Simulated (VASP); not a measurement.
The system is Be3S5.

```
Be S
1.0
     5.34516    0.00000    0.00000
    -2.67258    4.62905    0.00000
     0.00000    0.00000    6.84263
Be S
3 5
Direct
  0.50000 0.00000 0.00000
  0.00000 0.50000 0.00000
  0.50000 0.50000 0.00000
  0.33333 0.66667 0.77238
  0.66667 0.33333 0.77238
  0.66667 0.33333 0.22762
  0.33333 0.66667 0.22762
  0.00000 0.00000 0.00000
```

The cell was built by a generator and needn't be a form met in nature.

| Property | Result |
| --- | --- |
| Program | VASP 6.6.1 |
| Task | relaxation of cell and atoms |
| Functional | PBE |
| Potentials or basis | VASP PAW PBE potentials, release 64 (Be, S) |
| Cutoff | 520 eV |
| k mesh | 4 × 4 × 3 |
| Occupations | gaussian, width 0.15 eV |
| Spin | no spin polarisation |

At the start: pressure -2.5 GPa; volume 21.16 Å³/atom.

Where does the relaxation end?

Over 11 steps the energy falls by 34.0 meV/atom and the volume is 19.48 Å³/atom (-7.9 %); space group P6/mmm (No. 191, to 0.05 Å).

The path:
```
step  energy change (eV)  largest force (eV/Å)  pressure (GPa)  volume (Å³)
   1              0.0000                0.1086           -2.53       169.31
   2             -0.1070                0.3126           -0.14       161.22
   3             -0.1119                0.4901            0.81       158.64
   4             -0.2052                0.3155            0.87       155.67
   5             -0.0969                0.3794            1.83       146.34
   6             -0.2555                0.1231            0.87       152.80
   7             -0.2577                0.0495            0.92       151.98
   8             -0.2630                0.1757           -0.38       155.20
   9             -0.2643                0.0933           -0.02       154.24
  10             -0.2665                0.0850            0.10       154.65
  11             -0.2720                0.0498            0.11       155.88
```

Final structure:
```cif
data_structure
_symmetry_space_group_name_H-M 'P 1'
_symmetry_Int_Tables_number 1
_cell_length_a 5.0207
_cell_length_b 5.0207
_cell_length_c 7.1406
_cell_angle_alpha 90.000
_cell_angle_beta 90.000
_cell_angle_gamma 120.000
_cell_volume 155.88
loop_
_atom_site_label
_atom_site_type_symbol
_atom_site_fract_x
_atom_site_fract_y
_atom_site_fract_z
_atom_site_occupancy
Be1 Be 0.50000 0.00000 0.00000 1
Be2 Be 0.00000 0.50000 0.00000 1
Be3 Be 0.50000 0.50000 0.00000 1
S1 S 0.33333 0.66667 0.76975 1
S2 S 0.66667 0.33333 0.76975 1
S3 S 0.66667 0.33333 0.23025 1
S4 S 0.33333 0.66667 0.23025 1
S5 S 0.00000 0.00000 0.00000 1
```

Caveat: this functional lacks dispersion, which binds the layers, so the pressure and a relaxed spacing across them are unreliable.
